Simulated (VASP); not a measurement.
Here is the system:

```
Al
1.0
    0.00000     2.01639     2.01639
    2.01639     0.00000     2.01639
    2.01639     2.01639     0.00000
Al
1
Cartesian
  0.00000   0.00000   0.00000
```

These are rev-vdW-DF2, VASP's PBE PAW potentials (set 64) (plane waves; VASP) values and carry that method's errors. Numerical set-up: 520 eV cut-off, Gaussian smearing of 0.050 eV, potentials Al.

### Question
Give the energies of bands 1 to 4 at the high-symmetry points, in eV from the Fermi level.

### Answer

```csv
band,Γ,X,U,L,W
1,-11.20,-2.98,-1.94,-4.63,-0.89
2,12.60,-1.62,-1.39,-4.43,-0.89
3,12.60,5.23,-0.42,11.37,0.17
4,12.60,5.56,6.54,11.37,1.07
```

It has no gap at this level: it comes out as a metal or semimetal.

The compound is Al in the fcc structure. It was relaxed first.
